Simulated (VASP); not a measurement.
Input:

```xyz
5
Lattice="5.7790 0.0000 0.0000 0.0000 5.7790 0.0000 0.0000 0.0000 5.7790" Properties=species:S:1:pos:R:3 pbc="T T T"
Cs     0.0000     0.0000     0.0000
Pb     2.8895     2.8895     2.8895
Br     2.8895     0.0000     2.8895
Br     0.0000     2.8895     2.8895
Br     2.8895     2.8895     0.0000
```

All values below come from LDA (Ceperley-Alder, Perdew-Zunger), VASP's LDA PAW potentials (set 64) (plane waves; VASP). Numerical set-up: 500 eV cut-off, 4×4×4 Γ-centred mesh, Gaussian smearing of 0.050 eV, potentials Cs_sv Pb_d Br.

Energy and stress use the plane-wave basis of the starting cell.

**Question.** The ions, cell shape and volume at an external pressure of 5.0 GPa are relaxed. Which structure does the run end with?

**Answer.** 
```xyz
5
Lattice="5.5199 0.0000 0.0000 0.0000 5.5199 0.0000 0.0000 0.0000 5.5199" Properties=species:S:1:pos:R:3 pbc="T T T"
Cs     0.0000     0.0000     0.0000
Pb     2.7600     2.7600     2.7600
Br     2.7600     0.0000     2.7600
Br     0.0000     2.7600     2.7600
Br     2.7600     2.7600     0.0000
```
Space group Pm-3m (221), at a tolerance of 0.03 Å.

**Question.** How do energy and volume change from the first to the last step?

**Answer.** The energy (σ→0) changes by +69.3 meV/atom and the volume by -12.9 %, in 3 ionic steps.

The compound is CsPbBr3 in the cubic perovskite structure, the ideal cubic form; the compound distorts at low or room temperature. This run relaxes it under an external pressure of 5 GPa. Symmetry was kept, so distortions that lower it aren't found.
